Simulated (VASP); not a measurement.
Given:

```
Yb
1.0
    0.00000     2.75187     2.75187
    2.75187     0.00000     2.75187
    2.75187     2.75187     0.00000
Yb
1
Direct
  0.00000   0.00000   0.00000
```

Method: PBE GGA, VASP's PBE PAW potentials (set 64) (plane waves; VASP). Settings: 300 eV cut-off, 7×7×7 Γ-centred mesh, Fermi-Dirac smearing of 0.10 eV, potentials Yb_2.

The 4f electrons are frozen in the core of the lanthanide potential, so 4f levels, which can set the real gap, and their magnetism are missing.

Question: Estimate the energy per atom (σ→0), band gap (on the k-mesh) with the smallest direct gap where there is one.

Answer: 
The band gap (on the k-mesh) is none (metal, semimetal or under 0.01 eV) and the energy per atom (σ→0) comes out as -1.467 eV/atom.

Only differences to runs with the same potentials and settings are physical.

The structure comes from a computed database's Yb entry; how it stands against other phases isn't given here. The cell was not relaxed at this level.
